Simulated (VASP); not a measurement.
OSZICAR of a VASP run on KF (rock salt):

### OSZICAR
```
       N       E                     dE             d eps       ncg     rms          rms(c)
DAV:   1     0.128291878423E+03    0.12829E+03   -0.67526E+03  4032   0.443E+02
DAV:   2    -0.158694791849E+02   -0.14416E+03   -0.12064E+03  4776   0.161E+02
DAV:   3    -0.208232923582E+02   -0.49538E+01   -0.49080E+01  5492   0.280E+01
DAV:   4    -0.208815736121E+02   -0.58281E-01   -0.58236E-01  4804   0.290E+00
DAV:   5    -0.208821030330E+02   -0.52942E-03   -0.52938E-03  4792   0.262E-01    0.593E+00
DAV:   6    -0.152633522932E+02    0.56188E+01   -0.74401E-01  6668   0.654E+00    0.241E+00
DAV:   7    -0.149420056434E+02    0.32135E+00   -0.63513E-01  5364   0.406E+00    0.184E+00
DAV:   8    -0.158282165597E+02   -0.88621E+00   -0.32808E-01  5384   0.316E+00    0.883E-01
DAV:   9    -0.145552441628E+02    0.12730E+01   -0.16768E-01  4720   0.225E+00    0.730E-01
DAV:  10    -0.149641199198E+02   -0.40888E+00   -0.11132E-01  4044   0.178E+00    0.172E-01
DAV:  11    -0.149626119036E+02    0.15080E-02   -0.38780E-03  5212   0.329E-01    0.211E-01
DAV:  12    -0.149624780053E+02    0.13390E-03   -0.30395E-05  4756   0.252E-02    0.213E-01
DAV:  13    -0.149552258121E+02    0.72522E-02   -0.44494E-04  4196   0.125E-01    0.250E-01
DAV:  14    -0.149678576621E+02   -0.12632E-01   -0.35346E-03  4080   0.391E-01    0.248E-01
DAV:  15    -0.149648782691E+02    0.29794E-02   -0.30714E-04  4136   0.894E-02    0.234E-01
DAV:  16    -0.149639349559E+02    0.94331E-03   -0.54766E-05  4580   0.456E-02    0.290E-01
DAV:  17    -0.149726249212E+02   -0.86900E-02   -0.31343E-03  4072   0.340E-01    0.119E-01
DAV:  18    -0.149729160949E+02   -0.29117E-03   -0.24493E-04  5224   0.754E-02    0.183E-01
DAV:  19    -0.149728879893E+02    0.28106E-04   -0.31694E-05  4284   0.320E-02    0.123E-01
DAV:  20    -0.149729502404E+02   -0.62251E-04   -0.72802E-05  4176   0.485E-02    0.198E-02
DAV:  21    -0.149729073810E+02    0.42859E-04   -0.11220E-05  4340   0.191E-02    0.187E-02
DAV:  22    -0.149729268615E+02   -0.19481E-04   -0.22322E-06  4280   0.115E-02    0.885E-03
DAV:  23    -0.149729616989E+02   -0.34837E-04   -0.80404E-06  4112   0.174E-02    0.501E-03
DAV:  24    -0.149729642293E+02   -0.25303E-05   -0.10420E-06  4672   0.547E-03    0.646E-03
DAV:  25    -0.149729638099E+02    0.41937E-06   -0.14068E-07  4524   0.235E-03    0.228E-03
DAV:  26    -0.149729639731E+02   -0.16319E-06   -0.50839E-08  4172   0.112E-03    0.495E-04
DAV:  27    -0.149729637136E+02    0.25952E-06   -0.43537E-08  3728   0.125E-03    0.628E-04
DAV:  28    -0.149729637951E+02   -0.81515E-07   -0.87417E-09  3732   0.572E-04
   1 F= -.14972964E+02 E0= -.14972964E+02  d E =-.163127E-41
 imaginary and real dielectric function
```

Problem. Which electronic solver shows in the log?

Solution. It is blocked Davidson (ALGO = Normal, or the opening steps of other solvers). The INCAR had ALGO = Normal.

Problem. Can the final energy be trusted as converged?

Solution. The run converged. It stopped with EDIFF = 1E-7, NELM = 100 (r2SCAN meta-GGA, plane waves, VASP's PBE PAW potentials (set 64)).

The compound is KF in the rock salt structure. It was relaxed first.
